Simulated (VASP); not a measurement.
Energy against volume of CdSe (zinc blende). Computed with optB86b-vdW, VASP's PBE PAW potentials (set 64) (plane waves; VASP).

| V (Å³/atom) | E (eV/atom) |
|---|---|
| 27.316 | -0.32405 |
| 28.188 | -0.33786 |
| 29.059 | -0.34217 |
| 29.931 | -0.33845 |
| 30.803 | -0.32801 |

**Question.** Fit a third-order Birch-Murnaghan equation of state.

**Answer.** 
| Item | Value |
|---|---|
| volume per atom | 29.07 Å^3/atom |
| bulk modulus | 48.9 GPa |
| pressure derivative of the bulk modulus | 4.74 |
| lattice constant a | 11.620 bohr |

Measured: a 6.077 Å (computed value off by +1.2 %), as given by arXiv:1206.3780. The calculation is for a static lattice, while the measured a holds thermal and zero-point effects, which are part of the difference.

The compound is CdSe in the zinc blende structure, whereas wurtzite is the usual form. It was relaxed first, which changed the volume by +5 %.
